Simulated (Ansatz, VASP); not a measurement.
**SiC (Moissanite): VASP beside Ansatz**

One calculation is typed for both programs; each brings its own data sets. How far apart do they land? The cell is taken from a series of runs on this material, whose earlier steps may have relaxed, scaled, displaced or heated it; both programs get it as it stands.

Program: Ansatz 0.2.0. Level of theory: plane waves, with VASP 6.6.1 beside it; relaxation of cell and atoms at LDA and zone-centre phonons at LDA. Results are calculated unless marked as measured.

**1. Set-up**

Symmetry: P6_3mc, No. 186, hexagonal system. The conventional cell has a = 3.054 Å, b = 3.054 Å, c = 5.012 Å, α = 90.00°, β = 90.00°, γ = 120.00°. Si has 4 C at 1.87 to 1.88 Å nearest. C has 4 Si at 1.87 to 1.88 Å nearest. Farther neighbours are not listed.

**2. Ansatz: relaxation of cell and atoms, LDA**

Ansatz runs on norm-conserving files, of PseudoDojo where its log says so.

The relaxed volume is the usual yardstick between codes: in a stiff, nearly cubic crystal its relative difference is about their pressure difference at one cell divided by the bulk modulus.

input.yaml

```yaml
crystal:
  lattice:
    - [3.0544718039, 0.0, 0.0]
    - [-1.527235902, 2.6452501774, 0.0]
    - [0.0, 0.0, 5.0117695246]
  atoms:
    - { symbol: Si, position: [0.3333333333, 0.6666666667, 0.0045679561] }
    - { symbol: Si, position: [0.6666666667, 0.3333333333, 0.5045679561] }
    - { symbol: C, position: [0.3333333333, 0.6666666667, 0.3804320439] }
    - { symbol: C, position: [0.6666666667, 0.3333333333, 0.8804320439] }
kpoints:
  mp_grid: { grid: [9, 9, 6] }
hamiltonian:
  xc: lda
  pseudopotentials: { kind: nc, accuracy: standard }
scf:
  occupations: { method: gaussian, width: 0.02 }
output:
  forces: true
  stress: true
  eigenvalues: true
  write_density: true
  write_potential: true
  elf: true
  volumetric_format: npy
basis:
  ecutwfc: 1006.821
relax:
  adjacent_minimum: "off"
  f_tol: 0.003
  max_steps: 80
  cell: { stress_tol: 0.03 }
```

On the command line:

```
$ ansatz run input.yaml --threads 8 --pin off --max-ram 16384MiB --backend cpu --events-out ev --progress --plain --runs-dir out
```

Numbers of over 12 decimals in the logs are rounded to 6 here.

Output:

```text
Warning: basis.ecutwfc = 1006.821 eV is below the records' recommended 1115.666836 eV, and the density's cutoff is lower with it unless basis.ecutrho_ratio is high enough to keep the records' density cutoff: compare with a run at a higher cutoff
Engine: ansatz 0.2.0, aarch64-unknown-linux-gnu
Pseudopotentials: kind: nc
Pseudopotential: Si, nc, valence charge 4, recommended cutoff 435.38218 eV (normal), Si.nc.azcp (PseudoDojo's, or run here from an input of PseudoDojo's; its table is named by hamiltonian.pseudopotentials.accuracy)
Pseudopotential: C, nc, valence charge 4, recommended cutoff 1115.666836 eV (normal), C.nc.azcp (PseudoDojo's, or run here from an input of PseudoDojo's; its table is named by hamiltonian.pseudopotentials.accuracy)
Functional definition: SPW92
  exchange = slater_x
  correlation = pw_c
Crystal: 4 atoms, lattice volume = 40.494 Å³
Basis set: ecut = 1006.821 eV, 2899 PW (Γ)
Bands: 12, of which v1, the nominal top of the filled ones, is band 8 counted from 1 (7 counted from 0)
Symmetry: 12 space group operations
Space group: P63mc (ITA 186), of the structure as read, at distance tolerance 3.4e-5 Å
k-points: 48 of 486 (time reversal used)
Non-local potential: Si, projectors of the file, l = 0: 2, l = 1: 2, l = 2: 2
Non-local potential: C, projectors of the file, l = 0: 2, l = 1: 2
Initial density: superposition of atomic densities (chi_scale 0.1, normalization cell, long waves kept (reshape's long-wave potential 0.00 eV rms))
Initial wavefunctions: pseudopotential atomic-orbital guess
Functional: x = slater, c = lda
SCF iter   1: F=—  HF=-564.919919 eV  |F-HF|=—  |Δ(HF+E_count)|=         —  Δρ=1.49e-1  dr2=1.06e1  ethr=3.10e-3  ⟨swp⟩=6.3  Hψ=3997  notcnv=0
preconditioner: auto → none  [insulator: Δε(μ)=4.494 eV  Ē_g=12.942 eV  σ=0.020 eV  W_gap=1.00  n_scr=2 (ndim 8)  ℏωp=23.3 eV  f_vac=0.000  D(μ)=0.00/eV (n_scr^D=0)  ε∞_Penn≈4.3]
SCF iter   2: F=—  HF=-561.653257 eV  |F-HF|=—  |Δ(HF+E_count)|=    3.27e0  Δρ=5.02e-2  dr2=6.41e-1  ethr=3.10e-3  ⟨swp⟩=5.3  Hψ=2223  notcnv=0
SCF iter   3: F=—  HF=-561.470075 eV  |F-HF|=—  |Δ(HF+E_count)|=   1.83e-1  Δρ=1.92e-2  dr2=7.50e-2  ethr=3.10e-3  ⟨swp⟩=2.9  Hψ=1357  notcnv=0
SCF iter   4: F=—  HF=-561.452395 eV  |F-HF|=—  |Δ(HF+E_count)|=   1.77e-2  Δρ=1.16e-3  dr2=4.05e-4  ethr=4.69e-4  ⟨swp⟩=2.1  Hψ=764  notcnv=0
SCF iter   5: F=—  HF=-561.452474 eV  |F-HF|=—  |Δ(HF+E_count)|=   7.91e-5  Δρ=2.06e-4  dr2=8.68e-6  ethr=2.53e-6  ⟨swp⟩=2.1  Hψ=974  notcnv=0
SCF iter   6: F=—  HF=-561.452472 eV  |F-HF|=—  |Δ(HF+E_count)|=   1.93e-6  Δρ=4.48e-5  dr2=3.65e-7  ethr=5.42e-8  ⟨swp⟩=2.7  Hψ=993  notcnv=0
SCF iter   7: F=-561.452472 eV  HF=-561.452472 eV  |F-HF|=1.91e-9  |Δ(HF+E_count)|=   5.84e-9  Δρ=3.60e-6  dr2=3.18e-9  ethr=6.25e-10  ⟨swp⟩=10.0  Hψ=4655  notcnv=0
SCF 1 converged in 7 iterations: F = -561.452472 eV  dr2 = 3.18e-9
relax step   1: F+E_penalty+E_count = -561.45247238 eV  Δ(F+E_penalty+E_count) = +0.000e0 eV  max|allowed force component| = 2.753e-3 eV/Å  Δτ_max = 0.0000 Å  P = -0.027 GPa  Ω = 40.494 Å³  (7 SCF iters, dr2 threshold 1.00e-7 eV, accepted)
[...]
relax step   2: F+E_penalty+E_count = -561.45248077 eV  Δ(F+E_penalty+E_count) = -8.392e-6 eV  max|allowed force component| = 3.353e-4 eV/Å  Δτ_max = 0.0002 Å  P = -0.013 GPa  Ω = 40.492 Å³  energy of the carried Pulay correction = +5.327e-6 eV  (3 SCF iters, dr2 threshold 1.02e-8 eV, accepted)
[...]
relax step   3: F+E_penalty+E_count = -561.45248268 eV  Δ(F+E_penalty+E_count) = -1.902e-6 eV  max|allowed force component| = 2.463e-4 eV/Å  Δτ_max = 0.0000 Å  P = -0.008 GPa  Ω = 40.491 Å³  energy of the carried Pulay correction = +6.874e-6 eV  (3 SCF iters, dr2 threshold 4.03e-9 eV, accepted)
[...]
relax step   4: F+E_penalty+E_count = -561.45247766 eV  Δ(F+E_penalty+E_count) = +5.020e-6 eV  max|allowed force component| = 2.417e-4 eV/Å  Δτ_max = 0.0000 Å  P = -0.008 GPa  Ω = 40.491 Å³  stress off target by 1.14e-2 GPa  SCF on the basis re-selected at this cell (its energy is not comparable with the rows above)  (3 SCF iters)
basis re-selected at this cell: Δ(F+E_penalty+E_count) = +5.020e-6 eV, ΔP = -0.000 GPa vs the last step (what re-selecting the basis moved, of the pressure what is left beyond the Pulay correction that the steps carried, after the strain that the cell walked since its last selection, with what the two solves' SCF thresholds leave and, on support functions, any second-order correction that the steps lacked; it is no m [...]
SCF converged after 3 iterations
Free energy (F): -561.452478 eV
Harris-Foulkes:  -561.452478 eV  (|F-HF|=3.87e-12)
Internal energy: -561.452478 eV  (E = F + TS)
E sigma→0 (E₀):  -561.452478 eV
Fermi energy:    10.745512 eV
--- Per-component energies (eV) ---
  E_band       = 57.706172
  E_kinetic    = 325.098505
  E_local      = -186.392004  (includes V_loc(G=0)·N_el)
  E_nonlocal   = 15.972340
  E_hartree    = 63.366540
  E_xc         = -206.604518
  E_vxc        = -223.705780  (∫ρ·V_xc dr)
  E_ewald      = -572.893342
  E_smearing   = -0.000000  (= −TS)
  E_closure    = 0.000000  (closes the sum)
  Σ components = -561.452478   (vs F -561.452478, Δ=0.00e0)
--- Forces (eV/Å), atoms counted from 1 ---
  atom   1  Si    -0.00000000    -0.00000000     0.00024215
  atom   2  Si    -0.00000000     0.00000000     0.00024215
  atom   3  C      0.00000000    -0.00000000    -0.00024134
  atom   4  C      0.00000000     0.00000000    -0.00024134
  max |Σ_I F_I| component: 1.63e-6 eV/Å
--- Stress (GPa, compression-positive) ---
       -0.006831       0.000000       0.000000
        0.000000      -0.006831       0.000000
        0.000000       0.000000      -0.011380
  P = ⅓ Tr σ = -0.0083 GPa (-0.083 kbar)
--- Band table (eV; the first three rows and the last of 48) ---
  k-point 0: bands = [... 4 lower, 8.3462, 9.5608, 9.6756, 9.6756, 14.6183, 16.1179, 16.3690, 16.3690]
  k-point 1: bands = [... 4 lower, 8.4228, 8.8305, 9.5720, 9.5720, 14.7423, 16.4136, 16.4136, 16.6315]
  k-point 2: bands = [... 4 lower, 8.6402, 8.6402, 9.3011, 9.3011, 15.1083, 16.4344, 16.6162, 16.6162]
  k-point 47: bands = [... 4 lower, 3.8959, 3.8959, 7.9196, 7.9196, 14.8086, 14.8086, 15.6366, 15.6366]
--- Relaxed structure (3 steps of the walk, 3 accepted, 1 SCFs on fresh bases) ---
  F+E_penalty+E_count = -561.45247766 eV   max|allowed force component| = 2.417e-4 eV/Å   (the final SCF, on the basis selected at the relaxed cell)
  cell:  # Å, volume = 40.4911 Å³
    - [3.054132, 2.8864217429638966e-11, 0]
    - [-1.527066, 2.644955, 0]
    - [0, 0, 5.012487]
  atoms:
    - { symbol: Si, position: [0.333333, 0.666667, 0.00459546] }
    - { symbol: Si, position: [0.666667, 0.333333, 0.504595] }
    - { symbol: C, position: [0.333333, 0.666667, 0.380405] }
    - { symbol: C, position: [0.666667, 0.333333, 0.880405] }
```

The column dr2 measures how far the density is from self-consistency, as an energy; F and HF (Harris–Foulkes) agree once it is small.

**3. VASP: relaxation of cell and atoms, LDA**

The same cell, functional (in two slightly different forms), mesh and smearing now go to VASP, with its own data sets.

Lines of VASP's logs that name or quote its potential files are left out, and so is its time.

INCAR

```
SYSTEM = SiC
PREC = Accurate
ENCUT = 600
EDIFF = 1E-07
NELM = 120
ISMEAR = 0
SIGMA = 0.02
LREAL = .FALSE.
ALGO = Normal
GGA = CA
NBANDS = 14
LORBIT = 11
LWAVE = .FALSE.
LCHARG = .FALSE.
ISIF = 3
IBRION = 2
NSW = 80
EDIFFG = -0.005
LASPH = .TRUE.
GGA_COMPAT = .FALSE.
NELMIN = 4
EFERMI = MIDGAP
KPAR = 2
```

POSCAR

```
SiC
1.0
    3.0544720000      0.0000000000      0.0000000000
   -1.5272360000      2.6452500000      0.0000000000
    0.0000000000      0.0000000000      5.0117700000
Si C
2 2
Direct
    0.3333333333      0.6666666667      0.0045680468
    0.6666666667      0.3333333333      0.5045678473
    0.3333333333      0.6666666667      0.3804320629
    0.6666666667      0.3333333333      0.8804318634
```

KPOINTS

```
Automatic mesh
0
Gamma
9 9 6
0 0 0
```

Potentials, in the order of the species: Si and C (LDA family, release 64).

On the command line:

```
$ mpirun -np 2 vasp_std
```

Output:

```text
[banner, memory and clock lines left out]
running    2 mpi-ranks, on    1 nodes
 distrk:  each k-point on    1 cores,    2 groups
 distr:  one band on    1 cores,    1 groups

 POSCAR found type information on POSCAR SiC
 POSCAR found :  2 types and       4 ions
 LDA part: xc-table for (Slater(with rela. corr.)+CA(PZ))
 , standard interpolation
 POSCAR, INCAR and KPOINTS ok, starting setup
 FFT: planning ... GRIDC
 FFT: planning ... GRID_SOFT
 FFT: planning ... GRID
 WAVECAR not read
 entering main loop
       N       E                     dE             d eps       ncg     rms          rms(c)
DAV:   1     0.304975930258E+02    0.30498E+02   -0.79108E+03  1344   0.115E+03
DAV:   2    -0.343699924027E+02   -0.64868E+02   -0.59780E+02  1872   0.183E+02
DAV:   3    -0.374654610009E+02   -0.30955E+01   -0.30791E+01  1860   0.374E+01
DAV:   4    -0.374968270098E+02   -0.31366E-01   -0.31356E-01  1530   0.461E+00
DAV:   5    -0.374972525850E+02   -0.42558E-03   -0.42552E-03  1880   0.498E-01    0.132E+01
DAV:   6    -0.334452762660E+02    0.40520E+01   -0.94795E+00  1734   0.189E+01    0.610E+00
DAV:   7    -0.333239713733E+02    0.12130E+00   -0.12597E+00  1830   0.685E+00    0.246E+00
DAV:   8    -0.332850493554E+02    0.38922E-01   -0.70818E-02  1602   0.171E+00    0.728E-01
DAV:   9    -0.332793333914E+02    0.57160E-02   -0.99991E-03  1650   0.695E-01    0.119E-01
DAV:  10    -0.332793856752E+02   -0.52284E-04   -0.54412E-04  1668   0.167E-01    0.623E-02
DAV:  11    -0.332793896069E+02   -0.39317E-05   -0.15453E-05  1710   0.336E-02    0.194E-02
DAV:  12    -0.332793884690E+02    0.11379E-05   -0.28901E-06  1662   0.106E-02    0.653E-03
DAV:  13    -0.332793880497E+02    0.41929E-06   -0.14531E-06  1788   0.714E-03    0.125E-03
DAV:  14    -0.332793880559E+02   -0.61491E-08   -0.60259E-08   894   0.199E-03
   1 F= -.33279388E+02 E0= -.33279388E+02  d E =-.332794E+02
 curvature:   0.00 expect dE= 0.000E+00 dE for cont linesearch  0.000E+00
 trial: gam= 0.00000 g(F)=  0.204E-05 g(S)=  0.125E-02 ort = 0.000E+00 (trialstep = 0.100E+01)
 search vector abs. value=  0.125E-02
 bond charge predicted
       N       E                     dE             d eps       ncg     rms          rms(c)
DAV:   1    -0.332798733909E+02   -0.48534E-03   -0.19514E-02  1482   0.110E+00    0.175E-01
DAV:   2    -0.332794438651E+02    0.42953E-03   -0.78241E-04  1596   0.200E-01    0.848E-02
DAV:   3    -0.332793398131E+02    0.10405E-03   -0.19302E-04  1620   0.890E-02    0.177E-02
DAV:   4    -0.332793278204E+02    0.11993E-04   -0.19607E-05  1704   0.283E-02    0.590E-03
DAV:   5    -0.332793266994E+02    0.11210E-05   -0.17972E-06  1602   0.893E-03    0.584E-03
DAV:   6    -0.332793266234E+02    0.76020E-07   -0.94160E-08  1056   0.232E-03
   2 F= -.33279327E+02 E0= -.33279327E+02  d E =0.614325E-04
 trial-energy change:    0.000061  1 .order    0.000061   -0.001251    0.001373
 step:   0.4768(harm=  0.4768)  dis= 0.00007  next Energy=   -33.279686 (dE=-0.298E-03)
 bond charge predicted
       N       E                     dE             d eps       ncg     rms          rms(c)
DAV:   1    -0.332798349175E+02   -0.50822E-03   -0.53438E-03  1482   0.579E-01    0.919E-02
DAV:   2    -0.332797173464E+02    0.11757E-03   -0.21652E-04  1602   0.105E-01    0.448E-02
DAV:   3    -0.332796889300E+02    0.28416E-04   -0.52373E-05  1632   0.464E-02    0.935E-03
DAV:   4    -0.332796856822E+02    0.32478E-05   -0.52245E-06  1698   0.146E-02    0.306E-03
DAV:   5    -0.332796853884E+02    0.29375E-06   -0.46461E-07  1578   0.455E-03    0.306E-03
DAV:   6    -0.332796853699E+02    0.18493E-07   -0.24731E-08   726   0.119E-03
   3 F= -.33279685E+02 E0= -.33279685E+02  d E =-.297314E-03
 curvature:  -0.24 expect dE=-0.370E-06 dE for cont linesearch -0.111E-08
 trial: gam= 0.00317 g(F)=  0.293E-06 g(S)=  0.126E-05 ort =-0.242E-05 (trialstep = 0.895E+00)
 search vector abs. value=  0.155E-05
 reached required accuracy - stopping structural energy minimisation
```

OUTCAR, selected parts (step 3):

```text
ion  position               nearest neighbor table
   1  0.333  0.667  0.005-   4 1.87   4 1.87   4 1.87   3 1.88   2 3.06   2 3.06   2 3.06   2 3.06
                             2 3.06   2 3.06
   2  0.667  0.333  0.505-   3 1.87   3 1.87   3 1.87   4 1.88   1 3.06   1 3.06   1 3.06   1 3.06
                             1 3.06   1 3.06
   3  0.333  0.667  0.380-   2 1.87   2 1.87   2 1.87   1 1.88
   4  0.667  0.333  0.880-   1 1.87   1 1.87   1 1.87   2 1.88

  LATTYP: Found a hexagonal cell.
 ALAT       =     3.0544720000
 C/A-ratio  =     1.6407974930

 Subroutine GETGRP returns: Found 12 space group operations
 (whereof  6 operations were pure point group operations)

The static configuration has the point symmetry C_3v.
 The point group associated with its full space group is C_6v.

 Found     48 irreducible k-points:

   k-points           NKPTS =     48   k-points in BZ     NKDIM =     48   number of bands    NBANDS=     14

   dimension x,y,z NGX =    24 NGY =   24 NGZ =   40
   dimension x,y,z NGXF=    48 NGYF=   48 NGZF=   80

   ENCUT  =  600.0 eV  44.10 Ry    6.64 a.u.   6.10  6.10 10.01*2*pi/ulx,y,z

   NELECT =      16.0000    total number of electrons

 k-points in reciprocal lattice and weights: Automatic mesh
   0.00000000  0.00000000  0.00000000       0.002
   0.11111111  0.00000000  0.00000000       0.012
   0.22222222  0.00000000  0.00000000       0.012
   0.33333333  0.00000000  0.00000000       0.012
   0.44444444  0.00000000  0.00000000       0.012
   0.11111111  0.11111111  0.00000000       0.012
   0.22222222  0.11111111  0.00000000       0.025
   0.33333333  0.11111111  0.00000000       0.025
   0.44444444  0.11111111  0.00000000       0.012
[...]
0.33333333  0.22222222  0.50000000       0.025
   0.33333333  0.33333333  0.50000000       0.004

 average (electrostatic) potential at core
       1 -81.6785       2 -81.6785       3 -48.7526       4 -48.7526

 E-fermi :   9.4799

 k-point     1 :       0.0000    0.0000    0.0000
  band No.  band energies     occupation
    ...
      4       7.0952      2.00000
      5       7.0952      2.00000
      6       8.3067      2.00000
      7       8.4199      2.00000
      8       8.4199      2.00000
      9      13.3346      0.00000
     10      14.8324      0.00000
     11      15.0809      0.00000
     12      15.0809      0.00000
     13      16.2285      0.00000
    ...

 k-point     2 :       0.1111    0.0000    0.0000
  band No.  band energies     occupation
    ...
      4       5.9566      2.00000
      5       6.7337      2.00000
      6       7.6549      2.00000
      7       8.1586      2.00000
      8       8.2985      2.00000
      9      13.7303      0.00000
     10      14.7727      0.00000
     11      15.3381      0.00000
     12      15.5094      0.00000
     13      16.3025      0.00000
    ...

 k-point     3 :       0.2222    0.0000    0.0000
  band No.  band energies     occupation
    ...
      4       3.7878      2.00000
      5       5.9612      2.00000
      6       6.0364      2.00000
      7       7.6086      2.00000
      8       7.9248      2.00000
      9      12.7077      0.00000
     10      14.6093      0.00000
     11      15.7397      0.00000
     12      16.0726      0.00000
     13      16.3468      0.00000
    ...

  Total       -0.0049393     -0.0049393      0.0074668      0.0000000      0.0000000      0.0000000
  in kB       -0.1948001     -0.1948000      0.2944839      0.0000000      0.0000000      0.0000000
  external PRESSURE =      -0.0317054 kB  Pullay stress =       0.0000000 kB

  energy-cutoff  :      600.00
  volume of cell :       40.62
      direct lattice vectors                 reciprocal lattice vectors
     3.057601496  0.000000000  0.000000000     0.327053738  0.188824589  0.000000000
    -1.528800748  2.647960222  0.000000000     0.000000000  0.377649178  0.000000000
     0.000000000  0.000000000  5.017542248     0.000000000  0.000000000  0.199300763

 POSITION                                       TOTAL-FORCE (eV/Angst)
 -----------------------------------------------------------------------------------
     -0.00000      1.76531      0.02300        -0.000000     -0.000000      0.001232
      1.52880      0.88265      2.53177        -0.000000      0.000000      0.001232
     -0.00000      1.76531      1.90876         0.000000      0.000000     -0.001232
      1.52880      0.88265      4.41753        -0.000000      0.000000     -0.001232
 -----------------------------------------------------------------------------------
    total drift:                               -0.000000      0.000000     -0.000139

  FREE ENERGIE OF THE ION-ELECTRON SYSTEM (eV)
  ---------------------------------------------------
  free  energy   TOTEN  =       -33.2796853699 eV

  energy  without entropy=      -33.2796853699  energy(sigma->0) =      -33.27968537

 reached required accuracy - stopping structural energy minimisation

 total charge
# of ion       s       p       d       tot
------------------------------------------
    1        0.715   0.992   0.000   1.707
    2        0.715   0.992   0.000   1.707
    3        0.829   1.731   0.000   2.560
    4        0.829   1.731   0.000   2.560
--------------------------------------------------
tot          3.089   5.445   0.000   8.534

[... 3 further parts left out ...]
```

CONTCAR:

```
SiC
   1.00000000000000
     3.0576014956823556    0.0000000000000000    0.0000000000000000
    -1.5288007478411778    2.6479602216949290    0.0000000000000000
     0.0000000000000000    0.0000000000000000    5.0175422482966123
  Si              C
     2     2
Direct
     0.3333333332999970    0.6666666667000030    0.0045829927676865
     0.6666666667000030    0.3333333332999970    0.5045827932676860
     0.3333333332999970    0.6666666667000030    0.3804171169323153
     0.6666666667000030    0.3333333332999970    0.8804169174323148
```

**4. Differences**

Known differences besides the potentials themselves: the two LDA forms differ slightly; the cutoff is 1006.82 eV in Ansatz and 600 eV in VASP; VASP's log shows a relativistic correction to its local exchange, Ansatz's none; Ansatz adds a Pulay correction to the stress that steers its cell, VASP none; Ansatz's log warns that its cutoff lies below the recommended one. Total energies have different zeros and are not compared.

The two programs side by side:

```
                                         quantity  Ansatz   VASP  difference
                                      volume (Å³)   40.49  40.62     -0.33 %
edge a after relaxation, in the typed setting (Å)   3.054  3.058     -0.11 %
edge c after relaxation, in the typed setting (Å)   5.013  5.018     -0.10 %
```

(Part 1 of 2 ends here.)

[Lines on the potential files, build, host, timing and source positions are cut from VASP's logs without a mark.]

[Logs are printed without paths, hosts, clocks, repeated set-up lines and the standing remarks that a program may print on its own settings, such as how far it seeks lower states.]

[Hosts, paths, dates, database ids (printed as entryN), source tags and the programs' standing remarks are cut or masked in the printed files.]
